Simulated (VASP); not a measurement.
Shape and ions are relaxed at each volume.

Energy against volume of CuAu (L1_0). Level of theory: PBE GGA with D4 dispersion, VASP's PBE PAW potentials (set 64) (plane waves; VASP 6.6.1).

| V (Å³/atom) | E (eV/atom) |
|---|---|
| 13.588 | -4.08749 |
| 14.022 | -4.11081 |
| 14.456 | -4.11818 |
| 14.889 | -4.11243 |
| 15.323 | -4.09588 |

Problem. Fit a third-order Birch-Murnaghan equation of state.

Solution. 
- volume per atom = 14.47 Å^3/atom
- bulk modulus = 160 GPa
- pressure derivative of the bulk modulus = 5.50

The compound is CuAu in the L1_0 structure. It was relaxed first.
